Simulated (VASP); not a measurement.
Here is the system:

```
Al
1.0
    0.00000     2.00025     2.00025
    2.00025     0.00000     2.00025
    2.00025     2.00025     0.00000
Al
1
Direct
  0.00000   0.00000   0.00000
```

Method: SCAN meta-GGA, VASP's PBE PAW potentials (set 64) (plane waves; VASP). Numerical set-up: 400 eV cut-off, 18×18×18 Γ-centred mesh, tetrahedra with Blöchl corrections, potentials Al.

**Question.** Give the energies of bands 1 to 4 at the high-symmetry points, in eV from the Fermi level.

**Answer.** 
| band | Γ | X | U | L | W |
|---|---|---|---|---|---|
| 1 | -11.77 | -3.13 | -2.04 | -4.97 | -0.94 |
| 2 | 13.26 | -1.71 | -1.55 | -4.54 | -0.94 |
| 3 | 13.26 | 5.30 | -0.33 | 12.03 | -0.03 |
| 4 | 13.26 | 6.01 | 7.02 | 12.03 | 1.45 |

It has no gap at this level: it comes out as a metal or semimetal.

The structure comes from a measured Al entry (Fm-3m) of the Crystallography Open Database, whose conditions weren't checked. It was relaxed first.
